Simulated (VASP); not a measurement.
Given:

```xyz
2
Lattice="0.0000 2.7564 2.7564 2.7564 0.0000 2.7564 2.7564 2.7564 0.0000" Properties=species:S:1:pos:R:3 pbc="T T T"
Na     0.0000     0.0000     0.0000
Cl     2.7564     2.7564     2.7564
```

Computed with HSE06 screened hybrid, VASP's PBE PAW potentials (set 64) (plane waves; VASP 6.6.1). Run with 520 eV cut-off, 6×6×6 Γ-centred mesh, Gaussian smearing of 0.050 eV, potentials Na_pv Cl.

### Question
Predict the energy per atom (σ→0), pressure, band gap (on the k-mesh) with the smallest direct gap where there is one.

### Answer

```json
{
  "band gap (on the k-mesh)": "6.79 eV",
  "smallest direct gap (on the k-mesh)": "6.79 eV",
  "energy per atom (σ→0)": "-3.936 eV/atom",
  "pressure": "2.29 GPa"
}
```

Only differences to runs with the same potentials and settings are physical.

The compound is NaCl in the rock salt structure. This cell is one point of a volume scan, at 0.91 of the reference volume. The cell's shape comes from a PBE relaxation.
